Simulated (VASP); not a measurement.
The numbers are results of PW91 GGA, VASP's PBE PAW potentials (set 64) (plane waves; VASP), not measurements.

The input files of a VASP run:

File KPOINTS:
```
Automatic mesh
0
Gamma
8 8 8
0 0 0
```

### INCAR
```
# general
SYSTEM  = Sr
PREC    = Accurate
ENCUT   = 520   # plane-wave cut-off (eV)
LREAL   = F   # projection in real space or not
LASPH   = T

# electronic loop
EDIFF   = 1E-7   # SCF stop (eV)
NELM    = 100
ALGO    = Normal
LMAXMIX = 4

# smearing
ISMEAR  = 0   # Gaussian
SIGMA   = 0.05   # width (eV)

# functional
GGA     = 91   # PW91

# ions
ISIF    = 2

# output
LWAVE   = F
LCHARG  = F
```

### POSCAR
```
Sr
1
    0.0000000000     2.9681658666     2.9681658666
    2.9681658666     0.0000000000     2.9681658666
    2.9681658666     2.9681658666     0.0000000000
Sr
1
Direct
  0.0000000000   0.0000000000   0.0000000000
```

POTCAR, in this order: Sr_sv (PBE.64 set). Program: vasp_std.

The run wrote:

**OUTCAR**
```
 ion  position               nearest neighbor table
   1  0.000  0.000  0.000-
  LATTYP: Found a face centered cubic cell.
 ALAT       =     5.9363317332
 Subroutine PRICEL returns:
 Original cell was already a primitive cell.
 Subroutine GETGRP returns: Found 48 space group operations
The static configuration has the point symmetry O_h .
The dynamic configuration has the point symmetry O_h .
 Subroutine INISYM returns: Found 48 space group operations
 Subroutine IBZKPT returns following result:
 Found     29 irreducible k-points:

 Following reciprocal coordinates:
            Coordinates               Weight
  0.000000  0.000000  0.000000      1.000000
  0.125000  0.000000  0.000000      8.000000
  0.250000  0.000000  0.000000      8.000000
  0.375000  0.000000  0.000000      8.000000
  0.500000  0.000000  0.000000      4.000000
  0.125000  0.125000  0.000000      6.000000
  0.250000  0.125000  0.000000     24.000000
  0.375000  0.125000  0.000000     24.000000
  0.500000  0.125000  0.000000     24.000000
 -0.375000  0.125000  0.000000     24.000000
 -0.250000  0.125000  0.000000     24.000000
 -0.125000  0.125000  0.000000     12.000000
  0.250000  0.250000  0.000000      6.000000
  0.375000  0.250000  0.000000     24.000000
  0.500000  0.250000  0.000000     24.000000
 -0.375000  0.250000  0.000000     24.000000
 -0.250000  0.250000  0.000000     12.000000
  0.375000  0.375000  0.000000      6.000000
  0.500000  0.375000  0.000000     24.000000
 -0.375000  0.375000  0.000000     12.000000
  0.500000  0.500000  0.000000      3.000000
  0.375000  0.250000  0.125000     24.000000
  0.500000  0.250000  0.125000     48.000000
 -0.375000  0.250000  0.125000     24.000000
  0.500000  0.375000  0.125000     24.000000
 -0.375000  0.375000  0.125000     48.000000
 -0.250000  0.375000  0.125000     24.000000
 -0.375000  0.500000  0.125000     12.000000
 -0.250000  0.500000  0.250000      6.000000
   k-points           NKPTS =     29   k-points in BZ     NKDIM =     29   number of bands    NBANDS=      9
   number of dos      NEDOS =    301   number of ions     NIONS =      1
   total plane-waves  NPLWV =  32768
   dimension x,y,z NGX =    32 NGY =   32 NGZ =   32
   dimension x,y,z NGXF=    64 NGYF=   64 NGZF=   64
   ions per type =               1
   PREC   = accura    normal or accurate (medium, high low for compatibility)
   ISTART =      0    job   : 0-new  1-cont  2-samecut
   ICHARG =      2    charge: 1-file 2-atom 10-const
   ISPIN  =      1    spin polarized calculation?
   LNONCOLLINEAR =      F non collinear calculations
   LSORBIT =      F    spin-orbit coupling
   INIWAV =      1    electr: 0-lowe 1-rand  2-diag
   ENCUT  =  520.0 eV  38.22 Ry    6.18 a.u.   7.80  7.80  7.80*2*pi/ulx,y,z
   NELM   =    100;   NELMIN=  2; NELMDL= -5     # of ELM steps
   EDIFF  = 0.1E-06   stopping-criterion for ELM
   LREAL  =      F    real-space projection
   NLSPLINE    = F    spline interpolate recip. space projectors
   LMAXMIX     =    4 max onsite mixed and CHGCAR
   VOSKOWN=      0    Vosko Wilk Nusair interpolation
   EDIFFG = 0.1E-05   stopping-criterion for IOM
   NSW    =      0    number of steps for IOM
   NBLOCK =      1;   KBLOCK =      1    inner block; outer block
   IBRION =     -1    ionic relax: 0-MD 1-quasi-New 2-CG
   NFREE  =      0    steps in history (QN), initial steepest desc. (CG)
   ISIF   =      2    stress and relaxation
   ISYM   =      2    0-nonsym 1-usesym 2-fastsym
   TEIN   =    0.0    initial temperature
   TEBEG  =    0.0;   TEEND  =   0.0 temperature during run
   SMASS  =  -3.00    Nose mass-parameter (am)
   PSTRESS=    0.0 pullay stress
...
```

OSZICAR:
```
       N       E                     dE             d eps       ncg     rms          rms(c)
DAV:   1     0.371512134913E+02    0.37151E+02   -0.48317E+03   522   0.958E+02
DAV:   2     0.916291007438E-01   -0.37060E+02   -0.36574E+02   582   0.166E+02
DAV:   3    -0.157108700105E+01   -0.16627E+01   -0.16593E+01   771   0.282E+01
DAV:   4    -0.164344963407E+01   -0.72363E-01   -0.72290E-01   715   0.536E+00
DAV:   5    -0.164458876860E+01   -0.11391E-02   -0.11382E-02   798   0.531E-01    0.110E+01
DAV:   6    -0.164535147802E+01   -0.76271E-03   -0.55924E-03   646   0.996E-01    0.633E+00
DAV:   7    -0.164635522351E+01   -0.10037E-02   -0.12205E-02   620   0.137E+00    0.241E-01
DAV:   8    -0.164649386907E+01   -0.13865E-03   -0.17173E-03   810   0.266E-01    0.106E-01
DAV:   9    -0.164651508978E+01   -0.21221E-04   -0.34504E-05   671   0.597E-02    0.477E-02
DAV:  10    -0.164652698593E+01   -0.11896E-04   -0.14495E-05   595   0.339E-02    0.231E-02
DAV:  11    -0.164652656860E+01    0.41734E-06   -0.60626E-07   734   0.733E-03    0.449E-03
DAV:  12    -0.164652601093E+01    0.55766E-06   -0.35399E-07   676   0.473E-03    0.211E-03
DAV:  13    -0.164652616561E+01   -0.15467E-06   -0.21549E-08   344   0.149E-03    0.244E-04
DAV:  14    -0.164652616016E+01    0.54423E-08   -0.15363E-09   327   0.379E-04
   1 F= -.16465262E+01 E0= -.16459775E+01  d E =-.109737E-02
```

### OUTCAR
```
------------------------ aborting loop because EDIFF is reached ----------------------------------------
  FORCE on cell =-STRESS in cart. coord.  units (eV):
  Direction    XX          YY          ZZ          XY          YZ          ZX
  --------------------------------------------------------------------------------------
  Total        0.1303908      0.1303908      0.1303908      0.0000000      0.0000000     -0.0000000
  in kB        3.9945043      3.9945043      3.9945043      0.0000000      0.0000000     -0.0000000
  external PRESSURE =       3.9945043 kB  Pullay stress =       0.0000000 kB
  volume of cell :       52.30
      direct lattice vectors                 reciprocal lattice vectors
     0.000000000  2.968165867  2.968165867    -0.168454198  0.168454198  0.168454198
     2.968165867  0.000000000  2.968165867     0.168454198 -0.168454198  0.168454198
     2.968165867  2.968165867  0.000000000     0.168454198  0.168454198 -0.168454198
 POSITION                                       TOTAL-FORCE (eV/Angst)
 -----------------------------------------------------------------------------------
      0.00000      0.00000      0.00000         0.000000      0.000000      0.000000
 -----------------------------------------------------------------------------------
    total drift:                                0.000000      0.000000      0.000000
  FREE ENERGIE OF THE ION-ELECTRON SYSTEM (eV)
  ---------------------------------------------------
  free  energy   TOTEN  =        -1.6465261602 eV

  energy  without entropy=       -1.6454287947  energy(sigma->0) =       -1.64597748
```
(Selected blocks of OUTCAR.)

The compound is Sr in the fcc structure. This cell is one point of a volume scan, at 0.97 of the reference volume.
